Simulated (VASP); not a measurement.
Data:

```xyz
24
Lattice="5.1491 0.0000 0.0000 0.0000 9.1942 0.0000 0.0000 0.0000 5.4591" Properties=species:S:1:pos:R:3 pbc="T T T"
Ti     0.7330     3.3697     2.1981
Ti     4.4588     5.7610     3.2630
Ti     1.8542     5.7838     4.9411
Ti     3.2973     3.4158     0.5429
Ti     3.2850     1.1895     3.2830
Ti     1.8358     8.0016     2.2233
Ti     4.4279     8.0182     0.5139
Ti     0.7205     1.1734     4.9431
O      2.3975     2.4821     2.1548
O      2.7286     6.7296     3.3011
O      0.1946     6.7316     4.8247
O      4.9369     2.4953     0.5948
O      4.9742     2.1488     3.3088
O      0.1644     7.0561     2.1215
O      2.7697     7.0568     0.6023
O      2.4115     2.1120     4.8402
O      4.2179     0.0712     4.6496
O      0.9585     9.1068     0.8120
O      3.5383     9.0824     1.9258
O      1.5826     0.0828     3.5327
O      1.6473     4.5026     0.8090
O      3.5060     4.7247     4.6384
O      0.9509     4.7131     3.5416
O      4.1981     4.5214     1.9437
```

These are PBEsol GGA, VASP's PBE PAW potentials (set 64) (plane waves; VASP) values and carry that method's errors. Settings: LREAL = Auto, 400 eV cut-off, 5×3×5 Γ-centred mesh, Gaussian smearing of 0.010 eV, potentials Ti_sv O.

At this cut-off the stress carries a Pulay error, which pulls relaxed volumes low.

Problem. What does the run give for the energy per atom (σ→0), pressure, largest force, band gap (on the k-mesh) with the smallest direct gap where there is one?

Solution. 
band gap (on the k-mesh): 2.19 eV
smallest direct gap (on the k-mesh): 2.19 eV
energy per atom (σ→0): -9.363 eV/atom
pressure: -8.62 GPa
largest force: 1.168 eV/Å

Total energies compare only between runs with the same potentials, cut-off and functional.

The structure comes from a computed database's TiO2 entry, a phase known from measurement. The cell was not relaxed at this level, atoms are displaced from their ideal sites.
